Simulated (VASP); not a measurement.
**PtTe (relaxed from the CsCl type structure, space group Pm-3m): computed properties**

These are PBE GGA, VASP's PBE PAW potentials (set 64) (plane waves; VASP 6.6.1) values and carry that method's errors.

```yaml
space_group: Pm-3m (221)
cell: a = 3.439 Å, b = 3.439 Å, c = 3.439 Å, α = 90.00°, β = 90.00°, γ = 90.00°
volume_per_atom: 20.34 Å^3/atom
band gap (over mesh and band path): none (metal, semimetal or under 0.01 eV)
density: 13.17 g/cm³
```

PtTe is modelled in the cubic space group Pm-3m (No. 221), the CsCl type structure, Pearson symbol cP2. Conventional cell: a = 3.439 Å, b = 3.439 Å, c = 3.439 Å, α = 90.00°, β = 90.00°, γ = 90.00°. Pt on 1a is surrounded by 8 Te at 2.978 Å (cubic). Te on 1b has 8 Pt at 2.978 Å and 6 Te at 3.439 Å. (Neighbours: up to the widest gap in distance over summed covalent radii, below 1.35, at either atom; cation-cation and far metal-metal contacts left out.)

Unless said otherwise, spin-orbit coupling is left out, though it shifts the bands of the heavy elements here.

The structure was generated: PtTe was put into the CsCl type type (Pm-3m), which need not be its known phase. It was relaxed first, which changed the volume by -10 %. Symmetry was kept, so distortions that lower it aren't found.
